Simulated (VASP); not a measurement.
Write the native input for VASP 6.6.1 that does the following.

| Property | Result |
| --- | --- |
| Task | band structure |
| Functional | PBEsol |
| Potentials or basis | VASP PAW PBE potentials, release 64 (Na_pv, Y_sv) |
| Cutoff | 520 eV |
| k mesh | 7 × 7 × 7 |
| Occupations | fermi-dirac, width 0.05 eV |
| Spin | no spin polarisation |
| Further INCAR settings | ALGO = Normal; EDIFF = 1e-07 |

Crystal: NaY.

```
Na Y
1.0
     4.01188    0.00000    0.00000
     0.00000    4.01188    0.00000
     0.00000    0.00000    4.01188
Na Y
1 1
Direct
  0.00000 0.00000 0.00000
  0.50000 0.50000 0.50000
```

The cell was built by a generator and needn't be a form met in nature.

The input as run:

POSCAR

```
NaY
1.0
    4.0118800000      0.0000000000      0.0000000000
    0.0000000000      4.0118800000      0.0000000000
    0.0000000000      0.0000000000      4.0118800000
Na Y
1 1
Direct
    0.0000000000      0.0000000000      0.0000000000
    0.5000000000      0.5000000000      0.5000000000
```

INCAR.step1

```
ALGO = Normal
EDIFF = 1E-7
ENCUT = 520
GGA = PS
ISIF = 2
ISMEAR = -1
LASPH = T
LCHARG = T
LMAXMIX = 4
LREAL = F
LWAVE = F
NELM = 60
PREC = Accurate
SIGMA = 0.05
```

KPOINTS.step1

```
k-points
0
Gamma
  7 7 7
```

INCAR.step2

```
ALGO = Normal
EDIFF = 1E-7
ENCUT = 520
GGA = PS
ICHARG = 11
ISIF = 2
ISMEAR = 0
LASPH = T
LCHARG = F
LMAXMIX = 4
LREAL = F
LWAVE = F
NELM = 60
PREC = Accurate
SIGMA = 0.05
```

KPOINTS.step2

```
path GXMGRX,MR
10
line-mode
reciprocal
 0.0000000000  0.0000000000  0.0000000000  G
 0.0000000000  0.5000000000  0.0000000000  X

 0.0000000000  0.5000000000  0.0000000000  X
 0.5000000000  0.5000000000  0.0000000000  M

 0.5000000000  0.5000000000  0.0000000000  M
 0.0000000000  0.0000000000  0.0000000000  G

 0.0000000000  0.0000000000  0.0000000000  G
 0.5000000000  0.5000000000  0.5000000000  R

 0.5000000000  0.5000000000  0.5000000000  R
 0.0000000000  0.5000000000  0.0000000000  X

 0.5000000000  0.5000000000  0.0000000000  M
 0.5000000000  0.5000000000  0.5000000000  R
```

Potentials or basis: VASP PAW PBE potentials, release 64 (Na_pv, Y_sv).

Launch:

```console
$ cat potpaw_PBE.64/Na_pv/POTCAR potpaw_PBE.64/Y_sv/POTCAR > POTCAR
$ cp INCAR.step1 INCAR
$ cp KPOINTS.step1 KPOINTS
$ mpirun -np 1 vasp_std > vasp.out
$ cp INCAR.step2 INCAR
$ cp KPOINTS.step2 KPOINTS
$ mpirun -np 1 vasp_std > vasp.out
```

It gave:

| Property | Result |
| --- | --- |
| Band gap along the path | none (metal or under the smearing width) |

Caveat: the log is that of the step along the path at fixed density, whose energy, stress, charges and moments have no meaning.

It took 23 s on 1 thread of Intel(R) Xeon(R) 6975P-C (Granite Rapids) (shared host), peak memory 0.2 GiB.
